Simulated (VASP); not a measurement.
These are optB86b-vdW, VASP's PBE PAW potentials (set 64) (plane waves; VASP 6.6.1) values and carry that method's errors.

VASP input:

**INCAR**
```
! general
SYSTEM   = CuAu
PREC     = Accurate
ENCUT    = 520   ! plane-wave cut-off (eV)
LREAL    = .FALSE.
LASPH    = .TRUE.   ! aspherical one-centre terms

! electronic loop
EDIFF    = 1E-6   ! SCF stop (eV)
NELM     = 100
ALGO     = Normal
LMAXMIX  = 6   ! l cut-off of mixed one-centre charges

! smearing
ISMEAR   = 1   ! Methfessel-Paxton
SIGMA    = 0.1   ! width (eV)

! functional
GGA      = MK
LUSE_VDW = .TRUE.
AGGAC    = 0.0
PARAM1   = 0.1234
PARAM2   = 1.0

! ions
IBRION   = 2
NSW      = 60
ISIF     = 3   ! ions, shape and volume
EDIFFG   = -0.01

! output
LWAVE    = .FALSE.
LCHARG   = .FALSE.
```

POSCAR:
```
CuAu
1.0
  2.8000000000   0.0000000000   0.0000000000
  0.0000000000   2.8000000000   0.0000000000
  0.0000000000   0.0000000000   3.6700000000
Cu Au
1 1
Cart
  0.0000000000   0.0000000000   0.0000000000
  1.4000000000   1.4000000000   1.8350000000
```

File KPOINTS:
```
Automatic mesh
0
Gamma
12 12 9
0 0 0
```

POTCAR, in this order: Cu Au (PBE.64 set). Program: vasp_std.

What VASP printed:

OSZICAR:
```
       N       E                     dE             d eps       ncg     rms          rms(c)
DAV:   1     0.138472155763E+03    0.13847E+03   -0.11521E+04  4336   0.212E+03
DAV:   2     0.189937469439E+01   -0.13657E+03   -0.13057E+03  4361   0.340E+02
DAV:   3    -0.276778020529E+01   -0.46672E+01   -0.46193E+01  5133   0.734E+01
DAV:   4    -0.281880055891E+01   -0.51020E-01   -0.51004E-01  4968   0.647E+00
DAV:   5    -0.282024057357E+01   -0.14400E-02   -0.14400E-02  6188   0.119E+00    0.117E+01
DAV:   6    -0.222441095700E+01    0.59583E+00   -0.77231E+00  4312   0.819E+01    0.539E+00
DAV:   7    -0.190036596645E+01    0.32404E+00   -0.30223E+00  5225   0.879E+01    0.601E+00
DAV:   8    -0.182614869992E+01    0.74217E-01   -0.28350E-01  5478   0.156E+01    0.284E+00
DAV:   9    -0.181943758252E+01    0.67111E-02   -0.21528E-02  6500   0.298E+00    0.206E-01
DAV:  10    -0.181882001612E+01    0.61757E-03   -0.46072E-03  5390   0.950E-01    0.108E-01
DAV:  11    -0.181880005933E+01    0.19957E-04   -0.13428E-04  5233   0.141E-01    0.357E-02
DAV:  12    -0.181879632752E+01    0.37318E-05   -0.10594E-05  6435   0.102E-01    0.309E-03
DAV:  13    -0.181879619961E+01    0.12792E-06   -0.36511E-07  2835   0.166E-02
   1 F= -.18187962E+01 E0= -.18185475E+01  d E =-.181880E+01
       N       E                     dE             d eps       ncg     rms          rms(c)
DAV:   1    -0.227780675953E+01   -0.45901E+00   -0.74977E+00  4342   0.591E+01    0.496E+00
DAV:   2    -0.196267633901E+01    0.31513E+00   -0.29010E+00  4252   0.571E+01    0.253E+00
DAV:   3    -0.186103091088E+01    0.10165E+00   -0.12254E+00  4464   0.361E+01    0.233E+00
DAV:   4    -0.182721915104E+01    0.33812E-01   -0.76789E-02  5366   0.113E+01    0.113E+00
DAV:   5    -0.182080736335E+01    0.64118E-02   -0.21297E-02  5932   0.509E+00    0.151E-01
DAV:   6    -0.182062771587E+01    0.17965E-03   -0.26763E-03  6405   0.151E+00    0.358E-02
DAV:   7    -0.182063518914E+01   -0.74733E-05   -0.42240E-05  4984   0.598E-02    0.621E-03
DAV:   8    -0.182063433713E+01    0.85202E-06   -0.31955E-06  4027   0.524E-02
   2 F= -.18206343E+01 E0= -.18205943E+01  d E =-.183814E-02
       N       E                     dE             d eps       ncg     rms          rms(c)
DAV:   1    -0.191776703918E+01   -0.97132E-01   -0.14410E+00  4324   0.250E+01    0.239E+00
DAV:   2    -0.187477433926E+01    0.42993E-01   -0.82138E-01  4245   0.284E+01    0.160E+00
DAV:   3    -0.182866380979E+01    0.46111E-01   -0.30852E-01  4581   0.237E+01    0.841E-01
DAV:   4    -0.182527077533E+01    0.33930E-02   -0.13936E-02  6150   0.324E+00    0.456E-01
DAV:   5    -0.182437512550E+01    0.89565E-03   -0.34629E-03  6411   0.172E+00    0.100E-01
DAV:   6    -0.182427300595E+01    0.10212E-03   -0.57830E-04  6389   0.558E-01    0.128E-02
DAV:   7    -0.182427521921E+01   -0.22133E-05   -0.14334E-05  5899   0.511E-02    0.639E-03
DAV:   8    -0.182427452066E+01    0.69855E-06   -0.14652E-06  2651   0.201E-02
   3 F= -.18242745E+01 E0= -.18242140E+01  d E =-.547832E-02
       N       E                     dE             d eps       ncg     rms          rms(c)
DAV:   1    -0.183167124650E+01   -0.73960E-02   -0.29603E-01  4585   0.529E+00    0.496E-01
DAV:   2    -0.182808748718E+01    0.35838E-02   -0.58215E-03  6190   0.228E+00    0.306E-01
DAV:   3    -0.182700417728E+01    0.10833E-02   -0.64875E-03  4918   0.291E+00    0.249E-01
DAV:   4    -0.182606967704E+01    0.93450E-03   -0.28698E-03  5584   0.187E+00    0.376E-02
DAV:   5    -0.182607750605E+01   -0.78290E-05   -0.12098E-04  4727   0.119E-01    0.245E-02
DAV:   6    -0.182607747642E+01    0.29637E-07   -0.92856E-06  5669   0.883E-02
   4 F= -.18260775E+01 E0= -.18260546E+01  d E =-.180296E-02
       N       E                     dE             d eps       ncg     rms          rms(c)
DAV:   1    -0.187897645500E+01   -0.52899E-01   -0.26839E+00  4578   0.159E+01    0.148E+00
DAV:   2    -0.184668214260E+01    0.32294E-01   -0.48605E-02  6091   0.643E+00    0.899E-01
DAV:   3    -0.183641042972E+01    0.10272E-01   -0.56336E-02  4978   0.840E+00    0.704E-01
DAV:   4    -0.182891631383E+01    0.74941E-02   -0.25015E-02  5463   0.576E+00    0.114E-01
DAV:   5    -0.182898591020E+01   -0.69596E-04   -0.10951E-03  5074   0.366E-01    0.740E-02
DAV:   6    -0.182898643364E+01   -0.52344E-06   -0.93780E-05  6073   0.284E-01    0.192E-02
DAV:   7    -0.182898136293E+01    0.50707E-05   -0.21992E-05  5550   0.169E-01    0.388E-03
DAV:   8    -0.182898140567E+01   -0.42744E-07   -0.50748E-07  2402   0.134E-02
   5 F= -.18289814E+01 E0= -.18289661E+01  d E =-.470689E-02
       N       E                     dE             d eps       ncg     rms          rms(c)
DAV:   1    -0.183753216625E+01   -0.85508E-02   -0.43727E-01  4564   0.635E+00    0.598E-01
DAV:   2    -0.183220073250E+01    0.53314E-02   -0.73801E-03  6174   0.236E+00    0.356E-01
DAV:   3    -0.183034326777E+01    0.18575E-02   -0.79690E-03  5165   0.316E+00    0.254E-01
DAV:   4    -0.182936678088E+01    0.97649E-03   -0.37588E-03  5324   0.221E+00    0.440E-02
DAV:   5    -0.182937648038E+01   -0.96995E-05   -0.14932E-04  4790   0.126E-01    0.283E-02
DAV:   6    -0.182937658030E+01   -0.99921E-07   -0.14226E-05  5964   0.106E-01    0.700E-03
DAV:   7    -0.182937580042E+01    0.77989E-06   -0.29745E-06  3327   0.633E-02
   6 F= -.18293758E+01 E0= -.18294106E+01  d E =-.510128E-02
       N       E                     dE             d eps       ncg     rms          rms(c)
DAV:   1    -0.189617438650E+01   -0.66798E-01   -0.10677E+00  4294   0.213E+01    0.201E+00
DAV:   2    -0.185909238012E+01    0.37082E-01   -0.56094E-01  4239   0.236E+01    0.119E+00
DAV:   3    -0.183152579187E+01    0.27567E-01   -0.21084E-01  4490   0.192E+01    0.673E-01
DAV:   4    -0.182901485807E+01    0.25109E-02   -0.10332E-02  5964   0.293E+00    0.363E-01
DAV:   5    -0.182844622673E+01    0.56863E-03   -0.28800E-03  6336   0.167E+00    0.103E-01
DAV:   6    -0.182835044871E+01    0.95778E-04   -0.48821E-04  6389   0.565E-01    0.117E-02
DAV:   7    -0.182835105436E+01   -0.60565E-06   -0.20070E-05  6296   0.669E-02    0.470E-03
DAV:   8    -0.182835054043E+01    0.51393E-06   -0.10461E-06  2388   0.144E-02
   7 F= -.18283505E+01 E0= -.18283878E+01  d E =0.102526E-02
       N       E                     dE             d eps       ncg     rms          rms(c)
DAV:   1    -0.186178819979E+01   -0.33437E-01   -0.51499E-01  4294   0.150E+01    0.135E+00
DAV:   2    -0.184207506050E+01    0.19713E-01   -0.23832E-01  4208   0.158E+01    0.750E-01
DAV:   3    -0.183163980764E+01    0.10435E-01   -0.97048E-02  4413   0.113E+01    0.512E-01
DAV:   4    -0.182998891328E+01    0.16509E-02   -0.49030E-03  5507   0.241E+00    0.266E-01
DAV:   5    -0.182966274133E+01    0.32617E-03   -0.14927E-03  6062   0.130E+00    0.743E-02
DAV:   6    -0.182962301522E+01    0.39726E-04   -0.24309E-04  6433   0.435E-01    0.656E-03
DAV:   7    -0.182962385414E+01   -0.83891E-06   -0.10228E-05  6358   0.647E-02    0.488E-03
DAV:   8    -0.182962377265E+01    0.81487E-07   -0.74447E-07  2191   0.213E-02
   8 F= -.18296238E+01 E0= -.18296631E+01  d E =-.247972E-03
```

OUTCAR:
```
------------------------ aborting loop because EDIFF is reached ----------------------------------------
  FORCE on cell =-STRESS in cart. coord.  units (eV):
  Direction    XX          YY          ZZ          XY          YZ          ZX
  --------------------------------------------------------------------------------------
  Total        0.0044740      0.0044740     -0.0116487      0.0000000      0.0000000      0.0000000
  in kB        0.2450468      0.2450468     -0.6380118      0.0000000      0.0000000      0.0000000
  external PRESSURE =      -0.0493061 kB  Pullay stress =       0.0000000 kB
  volume of cell :       29.25
      direct lattice vectors                 reciprocal lattice vectors
     2.863242018 -0.000000000  0.000000000     0.349254444  0.000000000  0.000000000
     0.000000000  2.863242018  0.000000000    -0.000000000  0.349254444  0.000000000
     0.000000000 -0.000000000  3.568157137    -0.000000000 -0.000000000  0.280256716
 POSITION                                       TOTAL-FORCE (eV/Angst)
 -----------------------------------------------------------------------------------
      0.00000     -0.00000      0.00000         0.000000     -0.000000      0.000000
      1.43162      1.43162      1.78408         0.000000      0.000000      0.000000
 -----------------------------------------------------------------------------------
    total drift:                                0.000000      0.000000     -0.000000
  FREE ENERGIE OF THE ION-ELECTRON SYSTEM (eV)
  ---------------------------------------------------
  free  energy   TOTEN  =        -1.8296237726 eV

  energy  without entropy=       -1.8297418256  energy(sigma->0) =       -1.82966312

 reached required accuracy - stopping structural energy minimisation
```
(Selected blocks of OUTCAR.)

File CONTCAR:
```
CuAu
   1.00000000000000
     2.8632420181676537   -0.0000000000000000    0.0000000000000000
     0.0000000000000000    2.8632420181676537    0.0000000000000001
     0.0000000000000000   -0.0000000000000001    3.5681571370833196
  Cu              Au
     1     1
Direct
     0.0000000000000000    0.0000000000000000    0.0000000000000000
     0.5000000000000000    0.5000000000000000    0.5000000000000000
```

The compound is CuAu in the L1_0 structure. This run relaxes it. Symmetry was kept, so distortions that lower it aren't found.
